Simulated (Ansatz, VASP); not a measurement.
# Cross-check of TaN between VASP and Ansatz

One calculation is typed for both programs; each brings its own data sets. How far apart do they land? The cell is taken from a series of runs on this material, whose earlier steps may have relaxed, scaled, displaced or heated it; both programs get it as it stands.

Main program and level: Ansatz 0.2.0; plane waves, with VASP 6.6.1 beside it; single point at PBEsol.

### Step 1. Set-up

It takes space group Fm-3m (No. 225, cubic). The conventional cell has a = 4.285 Å, b = 4.285 Å, c = 4.285 Å, α = 90.00°, β = 90.00°, γ = 90.00°. N has 6 Ta at 2.14 Å nearest. Nearest to Ta lie 6 N at 2.14 Å. Farther neighbours and most contacts between anions are not listed.

### Step 2. VASP: single point, PBEsol, pair 1

A single point gives forces, pressure and levels at one fixed geometry, so differences don't come from the geometry; what else differs is listed under the comparison.

Lines of VASP's logs that name or quote its potential files are left out, and so is its time.

Input file INCAR:

```
SYSTEM = TaN
PREC = Accurate
ENCUT = 600
EDIFF = 1E-06
NELM = 120
ISMEAR = 1
SIGMA = 0.2
LREAL = .FALSE.
ALGO = Normal
GGA = PS
NBANDS = 14
LASPH = .TRUE.
LORBIT = 11
LWAVE = .FALSE.
LCHARG = .FALSE.
ISIF = 2
GGA_COMPAT = .FALSE.
```

Input file POSCAR:

```
TaN
1.0
    0.0000000000      2.1427405105      2.1427405105
    2.1427405105      0.0000000000      2.1427405105
    2.1427405105      2.1427405105      0.0000000000
N Ta
1 1
Direct
    0.0000000000      0.0000000000      0.0000000000
    0.5000000000      0.5000000000      0.5000000000
```

Input file KPOINTS:

```
Automatic mesh
0
Gamma
16 16 16
0 0 0
```

The projector-augmented-wave data sets are N and Ta_pv (PBE family, release 64).

The run is started by

```console
> mpirun -np 1 vasp_std
```

Numbers of over 12 decimals in the logs are rounded to 6 here.

Output:

```text
[banner, memory and clock lines left out]
running    1 mpi-ranks, on    1 nodes
 distrk:  each k-point on    1 cores,    1 groups
 distr:  one band on    1 cores,    1 groups

 POSCAR found type information on POSCAR N Ta
 POSCAR found :  2 types and       2 ions
|                                                                             |
|               ----> ADVICE to this user running VASP <----                  |
|                                                                             |
|     You enforced a specific xc type in the INCAR file but a different       |
|     [... a line on the potential file left out ...]
|     I HOPE YOU KNOW WHAT YOU ARE DOING!                                     |
|                                                                             |

 LDA part: xc-table for (Slater+PW92), standard interpolation
 POSCAR, INCAR and KPOINTS ok, starting setup
 FFT: planning ... GRIDC
 FFT: planning ... GRID_SOFT
 FFT: planning ... GRID
 WAVECAR not read
 entering main loop
       N       E                     dE             d eps       ncg     rms          rms(c)
DAV:   1     0.979046393831E+02    0.97905E+02   -0.97462E+03  4060   0.137E+03
DAV:   2    -0.225477842210E+02   -0.12045E+03   -0.11374E+03  5026   0.348E+02
DAV:   3    -0.258969842843E+02   -0.33492E+01   -0.33133E+01  4672   0.551E+01
DAV:   4    -0.259124601472E+02   -0.15476E-01   -0.15472E-01  4780   0.393E+00
DAV:   5    -0.259125539812E+02   -0.93834E-04   -0.93832E-04  4746   0.283E-01    0.286E+01
DAV:   6    -0.232030449754E+02    0.27095E+01   -0.54273E+00  4872   0.283E+01    0.122E+01
DAV:   7    -0.231410328490E+02    0.62012E-01   -0.38637E-01  5104   0.595E+00    0.813E+00
DAV:   8    -0.231098225213E+02    0.31210E-01   -0.11071E-01  4972   0.306E+00    0.178E+00
DAV:   9    -0.231051630756E+02    0.46594E-02   -0.12850E-02  4648   0.101E+00    0.369E-01
DAV:  10    -0.231050491873E+02    0.11389E-03   -0.64011E-04  5478   0.320E-01    0.131E-01
DAV:  11    -0.231050051385E+02    0.44049E-04   -0.82009E-05  4614   0.101E-01    0.270E-02
DAV:  12    -0.231050046339E+02    0.50466E-06   -0.51724E-06  5068   0.241E-02
   1 F= -.23105005E+02 E0= -.23104228E+02  d E =-.233017E-02
```

OUTCAR, selected parts (step 2):

```text
ion  position               nearest neighbor table
   1  0.000  0.000  0.000-   2 2.14   2 2.14   2 2.14   2 2.14   2 2.14   2 2.14
   2  0.500  0.500  0.500-   1 2.14   1 2.14   1 2.14   1 2.14   1 2.14   1 2.14

  LATTYP: Found a face centered cubic cell.
 ALAT       =     4.2854810210

 Subroutine GETGRP returns: Found 48 space group operations
 (whereof 48 operations were pure point group operations)

The static configuration has the point symmetry O_h .

 Found    145 irreducible k-points:

   k-points           NKPTS =    145   k-points in BZ     NKDIM =    145   number of bands    NBANDS=     14

   dimension x,y,z NGX =    24 NGY =   24 NGZ =   24
   dimension x,y,z NGXF=    48 NGYF=   48 NGZF=   48

   ENCUT  =  600.0 eV  44.10 Ry    6.64 a.u.   6.05  6.05  6.05*2*pi/ulx,y,z

   NELECT =      16.0000    total number of electrons

 k-points in reciprocal lattice and weights: Automatic mesh
   0.00000000  0.00000000  0.00000000       0.000
   0.06250000  0.00000000  0.00000000       0.002
   0.12500000  0.00000000  0.00000000       0.002
   0.18750000  0.00000000  0.00000000       0.002
   0.25000000  0.00000000  0.00000000       0.002
   0.31250000  0.00000000  0.00000000       0.002
   0.37500000  0.00000000  0.00000000       0.002
   0.43750000  0.00000000  0.00000000       0.002
   0.50000000  0.00000000  0.00000000       0.001
[...]
-0.31250000  0.50000000  0.18750000       0.003
  -0.25000000  0.50000000  0.25000000       0.001

 average (electrostatic) potential at core
       1 -60.5827       2 -33.5181

 E-fermi :  10.2653

 k-point     1 :       0.0000    0.0000    0.0000
  band No.  band energies     occupation
    ...
      8       7.9178      2.00000
      9       7.9178      2.00000
     10       7.9178      2.00000
     11      10.3188      0.56466
     12      10.3188      0.56466
     13      12.5235     -0.00000
     14      19.6797      0.00000

 k-point     2 :       0.0625    0.0000    0.0000
  band No.  band energies     occupation
    ...
      6       5.8715      2.00000
      7       5.8715      2.00000
      8       8.0960      2.00000
      9       8.0960      2.00000
     10       8.1873      2.00000
     11      10.7636     -0.00240
     12      10.7636     -0.00240
     13      12.8066     -0.00000
     14      20.0084      0.00000

 k-point     3 :       0.1250    0.0000    0.0000
  band No.  band energies     occupation
    ...
      6       5.0825      2.00000
      7       5.0825      2.00000
      8       8.5029      2.00000
      9       8.5029      2.00000
     10       8.5801      2.00000
     11      11.8328     -0.00000
     12      11.8328     -0.00000
     13      13.5380     -0.00000
     14      20.9239      0.00000

  Total        3.3023823      3.3023823      3.3023823      0.0000000      0.0000000     -0.0000000
  in kB      268.9051956    268.9051956    268.9051956      0.0000000      0.0000000     -0.0000000
  external PRESSURE =     268.9051956 kB  Pullay stress =       0.0000000 kB

  energy-cutoff  :      600.00
  volume of cell :       19.68
      direct lattice vectors                 reciprocal lattice vectors
     0.000000000  2.142740510  2.142740510    -0.233346034  0.233346034  0.233346034
     2.142740510  0.000000000  2.142740510     0.233346034 -0.233346034  0.233346034
     2.142740510  2.142740510  0.000000000     0.233346034  0.233346034 -0.233346034

 POSITION                                       TOTAL-FORCE (eV/Angst)
 -----------------------------------------------------------------------------------
      0.00000      0.00000      0.00000         0.000000      0.000000      0.000000
      2.14274      2.14274      2.14274        -0.000000     -0.000000     -0.000000
 -----------------------------------------------------------------------------------
    total drift:                                0.000000     -0.000000     -0.000000

  FREE ENERGIE OF THE ION-ELECTRON SYSTEM (eV)
  ---------------------------------------------------
  free  energy   TOTEN  =       -23.1050046339 eV

  energy  without entropy=      -23.1026744598  energy(sigma->0) =      -23.10422791

 total charge
# of ion       s       p       d       tot
------------------------------------------
    1        1.226   2.581   0.000   3.807
    2        0.295   6.271   2.578   9.143
--------------------------------------------------
tot          1.521   8.852   2.578  12.950

[... 3 further parts left out ...]
```

The run ends at a pressure of 26.89 GPa.

### Step 3. Ansatz: single point, PBEsol, pair 1

Ansatz runs on its PAW soft_1 files.

The same cell, functional, mesh and smearing now go to Ansatz, which takes its cutoff from its data sets.

Input file input.yaml:

```yaml
crystal:
  lattice:
    - [0.0, 2.1427405105, 2.1427405105]
    - [2.1427405105, 0.0, 2.1427405105]
    - [2.1427405105, 2.1427405105, 0.0]
  atoms:
    - { symbol: "N", position: [0.0, 0.0, 0.0] }
    - { symbol: Ta, position: [0.5, 0.5, 0.5] }
kpoints:
  mp_grid: { grid: [16, 16, 16] }
hamiltonian:
  xc: pbesol
  pseudopotentials: { kind: paw, azcp: { folder: soft_1 }, xc_functional: pbe }
scf:
  occupations: { method: methfessel_paxton, width: 0.2 }
output:
  forces: true
  stress: true
  eigenvalues: true
```

The run is started by

```console
> ansatz run input.yaml --threads 4 --pin off --max-ram 10240MiB --backend cpu --events-out ev --progress --plain --runs-dir out
```

Output:

```text
Engine: ansatz 0.2.0, x86_64-unknown-linux-gnu
Pseudopotentials: kind: paw
Pseudopotential: N, paw, valence charge 5, recommended cutoff 420 eV (normal), soft_1/N.paw.azcp
Pseudopotential: Ta, paw, valence charge 13, recommended cutoff 420 eV (normal), soft_1/Ta.paw.azcp
Functional definition: PBEsol
  exchange = pbesol_x
  correlation = pbesol_c
Crystal: 2 atoms, lattice volume = 19.676 Å³
Basis set: ecut = 420 eV, 387 PW (Γ), exchange–correlation on 48×48×48 points (8 copies of the dense FFT grid, shifted against one another)
Bands: 13, of which v1, the nominal top of the filled ones, is band 9 counted from 1 (8 counted from 0)
Symmetry: 48 space group operations
Space group: Fm-3m (ITA 225), of the structure as read, at distance tolerance 2.7e-5 Å
k-points: 145 of 4096
Non-local potential: N, projectors of the file, l = 0: 2, l = 1: 2, l = 2: 1
Non-local potential: Ta, projectors of the file, l = 0: 3, l = 1: 2, l = 2: 2, l = 3: 1
PAW form: soft (Blöchl's): semilocal exchange-correlation on the pseudo side does not see the compensation charge
PAW frozen core: N, regenerated for the run's functional, and the local potential with it (the file was generated under x = pbe(κ = 0.804, μ = 0.219515), c = pbe(β = 0.066725))
PAW frozen core: Ta, regenerated for the run's functional, and the local potential with it (the file was generated under x = pbe(κ = 0.804, μ = 0.219515), c = pbe(β = 0.066725))
PAW one-centre angular grid: N, 110 points (default); XC on 64 Gauss nodes
PAW one-centre angular grid: Ta, 590 points (default); XC on 64 Gauss nodes
Initial density: superposition of atomic densities (chi_scale 0.1, normalization cell, long waves kept (reshape's long-wave potential 0.00 eV rms))
Initial wavefunctions: pseudopotential atomic-orbital guess
Functional: x = pbesol(κ = 0.804, μ = 0.123457), c = pbesol(β = 0.046)
SCF iter   1: F=—  HF=-10188.012265 eV  |F-HF|=—  |Δ(HF+E_count)|=         —  Δρ=5.51e-2  dr2=6.06e-1  ethr=3.10e-3  ⟨swp⟩=5.0  Hψ=20104  notcnv=0
automatic band count: the SCF goes on with 17 bands, as 13 were too few: the levels above may hold too much charge
preconditioner: auto → none  [metal: Δε(μ)=0.003 eV  Ē_g=16.836 eV  σ=0.200 eV  W_gap=0.01  n_scr=8 (ndim 8)  ℏωp=26.5 eV  f_vac=0.000  D(μ)=0.89/eV (n_scr^D=8)  sad-step TF]
SCF iter   2: F=—  HF=-10187.966861 eV  |F-HF|=—  |Δ(HF+E_count)|=   4.54e-2  S|Δr|=    0.00e0  Δρ=3.92e-2  dr2=3.39e-1  ethr=3.10e-3  ⟨swp⟩=1.0  Hψ=3625  notcnv=0
SCF iter   3: F=—  HF=-10187.885829 eV  |F-HF|=—  |Δ(HF+E_count)|=   8.10e-2  S|Δr|=    0.00e0  Δρ=3.28e-3  dr2=5.39e-4  ethr=1.89e-3  ⟨swp⟩=2.5  Hψ=3397  notcnv=0
SCF iter   4: F=—  HF=-10187.886201 eV  |F-HF|=—  |Δ(HF+E_count)|=   3.72e-4  S|Δr|=    0.00e0  Δρ=6.45e-4  dr2=1.01e-4  ethr=2.99e-6  ⟨swp⟩=2.7  Hψ=4692  notcnv=0  defer=224
SCF iter   5: F=—  HF=-10187.886178 eV  |F-HF|=—  |Δ(HF+E_count)|=   2.31e-5  S|Δr|=    0.00e0  Δρ=6.77e-5  dr2=7.22e-7  ethr=5.61e-7  ⟨swp⟩=2.5  Hψ=3087  notcnv=0  defer=224
SCF iter   6: F=—  HF=-10187.886175 eV  |F-HF|=—  |Δ(HF+E_count)|=   2.86e-6  S|Δr|=    0.00e0  Δρ=6.29e-6  dr2=3.52e-9  ethr=5.56e-10  ⟨swp⟩=8.4  Hψ=11511  notcnv=0
SCF iter   7: F=-10187.886175 eV  HF=-10187.886175 eV  |F-HF|=7.28e-12  |Δ(HF+E_count)|=  3.02e-10  S|Δr|=    0.00e0  Δρ=9.42e-7  dr2=6.12e-11  ethr=1.96e-11  ⟨swp⟩=2.0  Hψ=6414  notcnv=0
SCF 1 converged in 7 iterations: F = -10187.886175 eV  dr2 = 6.12e-11
  greatest PAW one-centre occupation: 0.999 electrons in one spin orbital (limit 2), on the Ta atom at site 1 (counted from 0), in its partial waves of l = 0
SCF converged after 7 iterations
Stability not checked: this state was not tested for a lower state beside it, because cold or Methfessel-Paxton smearing, or corrected tetrahedra, fill the levels in a way that the test cannot read (fill_not_monotonic; see scf.lower_state_search)
Free energy (F): -10187.886175 eV
Harris-Foulkes:  -10187.886175 eV  (|F-HF|=7.28e-12)
Internal energy: -10187.883786 eV  (E = F + TS)
E sigma→0 (E₀):  -10187.885578 eV
Entropy (-TS):   -0.002390 eV (-1.195 meV/atom)
Fermi energy:    23.264558 eV
--- Per-component energies (eV) ---
  E_band       = -18.243416
  E_kinetic    = 530.977187
  E_local      = -517.323832  (includes V_loc(G=0)·N_el)
  E_nonlocal   = 26.939958
  E_hartree    = 189.955025
  E_xc         = -381.070562
  E_vxc        = -312.893832  (∫ρ·V_xc dr)
  E_paw        = -8305.256703  (= ΣΔE_a)
  E_vpaw       = -125.853758  (= ΣTr[D̂ρ^β])
  E_aug_tail   = 0.000878  (compensation charges beyond the density's cutoff)
  E_ewald      = -1732.347550
  E_core_change = 0.241812  (= ΣΔE_core)
  E_smearing   = -0.002390  (= −TS)
  E_closure    = -0.000000  (closes the sum)
  Σ components = -10187.886175   (vs F -10187.886175, Δ=0.00e0)
--- Forces (eV/Å), atoms counted from 1 ---
  atom   1  N     -0.00000000     0.00000000     0.00000000
  atom   2  Ta     0.00000000    -0.00000000     0.00000000
  max |Σ_I F_I| component: 2.99e-29 eV/Å
--- Stress (GPa, compression-positive) ---
       25.344278      -0.000000       0.000000
        0.000000      25.344278       0.000000
        0.000000      -0.000000      25.344278
  P = ⅓ Tr σ = 25.3443 GPa (253.443 kbar)
--- Band table (eV; the first three rows and the last of 145) ---
  k-point 0: bands = [... 5 lower, 19.2441, 19.2441, 19.2441, 20.9349, 20.9349, 20.9349, 23.3421, 23.3421, ... 4 higher]
  k-point 1: bands = [... 5 lower, 18.7001, 18.8606, 18.8606, 21.1113, 21.1113, 21.1971, 23.7817, 23.7817, ... 4 higher]
  k-point 2: bands = [... 5 lower, 17.6100, 18.0790, 18.0790, 21.5170, 21.5170, 21.5830, 24.8423, 24.8423, ... 4 higher]
  k-point 144: bands = [... 5 lower, 15.3212, 16.2125, 16.2125, 23.0651, 23.0651, 27.3470, 28.0749, 28.3951, ... 4 higher]
```

Reading the cycles: dr2 is the Hartree energy of the density residual (eV), the measure of convergence; HF is the Harris–Foulkes estimate of the energy, which meets the free energy F at convergence.

The run ends at a pressure of 25.34 GPa.

### Step 4. Side by side

Known differences besides the potentials themselves: the data sets hold 18 valence electrons in Ansatz (on its PAW soft_1 files) and 16 in VASP; the cutoff is 420 eV in Ansatz and 600 eV in VASP; Ansatz makes its cores anew for this functional, VASP keeps those of its PBE data sets. Total energies have different zeros and are not compared.

Compared:

```tsv
quantity	Ansatz	VASP	difference
pressure (GPa)	25.34	26.89	-1.55
```

### Step 5. Other set-ups

Further runs change the set-up of one program: Ansatz's method, potentials or start, or VASP's data sets, cutoff or form of LDA. The table gives that difference for each run.

```tsv
run	pressure (GPa)
as above	-1.5
VASP with the data sets N and Ta_sv_GW	-0.59
```

### Step 6. Ansatz: single point, PBEsol, pair 2

A single point gives forces, pressure and levels at one fixed geometry, so differences don't come from the geometry; what else differs is listed under the comparison. The cell compared in this pair holds 19.26 Å³, against 19.68 Å³ for the pair before.

The cell is taken from a series of runs on this material, whose earlier steps may have relaxed, scaled, displaced or heated it; both programs get it as it stands.

input.yaml, the sections that differ from step 3:

```yaml
crystal:
  lattice:
    - [0.0, 2.1274346987, 2.1274346987]
    - [2.1274346987, 0.0, 2.1274346987]
    - [2.1274346987, 2.1274346987, 0.0]
  atoms:
    - { symbol: "N", position: [0.0, 0.0, 0.0] }
    - { symbol: Ta, position: [0.5, 0.5, 0.5] }
# kpoints, hamiltonian, scf, output: as in step 3
```

Output:

```text
[...]
Crystal: 2 atoms, lattice volume = 19.257 Å³
Basis set: ecut = 420 eV, 339 PW (Γ), exchange–correlation on 48×48×48 points (8 copies of the dense FFT grid, shifted against one another)
Bands: 13, of which v1, the nominal top of the filled ones, is band 9 counted from 1 (8 counted from 0)
Symmetry: 48 space group operations
[...]
k-points: 145 of 4096
[...]
k-point 0: bands = [... 5 lower, 19.7205, 19.7205, 19.7205, 21.4037, 21.4037, 21.4037, 23.8833, 23.8833, ... 4 higher]
  k-point 1: bands = [... 5 lower, 19.1658, 19.3238, 19.3238, 21.5855, 21.5855, 21.6765, 24.3363, 24.3363, ... 4 higher]
  k-point 2: bands = [... 5 lower, 18.0606, 18.5204, 18.5204, 22.0019, 22.0019, 22.0772, 25.4271, 25.4271, ... 4 higher]
  k-point 144: bands = [... 5 lower, 15.7177, 16.6747, 16.6747, 23.5938, 23.5938, 28.0202, 28.8204, 29.1099, ... 4 higher]
[key lines of the parts left out:]
SCF converged after 6 iterations
Free energy (F): -10187.806548 eV
Fermi energy:    23.799095 eV
P = ⅓ Tr σ = 35.8074 GPa (358.074 kbar)
```

The run ends at a pressure of 35.81 GPa.

### Step 7. VASP: single point, PBEsol, pair 2

The same cell, functional, mesh and smearing now go to VASP, with its own data sets.

INCAR is that of step 2.

Input file POSCAR:

```
TaN
1.0
    0.0000000000      2.1274346987      2.1274346987
    2.1274346987      0.0000000000      2.1274346987
    2.1274346987      2.1274346987      0.0000000000
N Ta
1 1
Direct
    0.0000000000      0.0000000000      0.0000000000
    0.5000000000      0.5000000000      0.5000000000
```

KPOINTS is that of step 2.

The run is started by

```console
> mpirun -np 1 vasp_std
```

Output:

```text
[banner, memory and clock lines left out]
running    1 mpi-ranks, on    1 nodes
[...]
[... a notice as in an earlier step ...]

 LDA part: xc-table for (Slater+PW92), standard interpolation
 POSCAR, INCAR and KPOINTS ok, starting setup
[...]
entering main loop
       N       E                     dE             d eps       ncg     rms          rms(c)
DAV:   1     0.987038748826E+02    0.98704E+02   -0.98436E+03  4060   0.137E+03
DAV:   2    -0.225243032285E+02   -0.12123E+03   -0.11449E+03  4972   0.352E+02
DAV:   3    -0.258210026795E+02   -0.32967E+01   -0.32485E+01  4612   0.545E+01
DAV:   4    -0.258384885195E+02   -0.17486E-01   -0.17472E-01  4924   0.398E+00
[...]
DAV:  10    -0.230203624438E+02    0.10081E-03   -0.69094E-04  5556   0.334E-01    0.129E-01
DAV:  11    -0.230203157257E+02    0.46718E-04   -0.89647E-05  4524   0.107E-01    0.302E-02
DAV:  12    -0.230203150496E+02    0.67601E-06   -0.59368E-06  5230   0.257E-02
   1 F= -.23020315E+02 E0= -.23019551E+02  d E =-.229361E-02
```

[end of part 1 of 2]

[Lines on the potential files, build, host, timing and source positions are cut from VASP's logs without a mark.]

[Logs are printed without paths, hosts, clocks, repeated set-up lines and the standing remarks that a program may print on its own settings, such as how far it seeks lower states.]

[Hosts, paths, dates, database ids (printed as entryN), source tags and the programs' standing remarks are cut or masked in the printed files.]
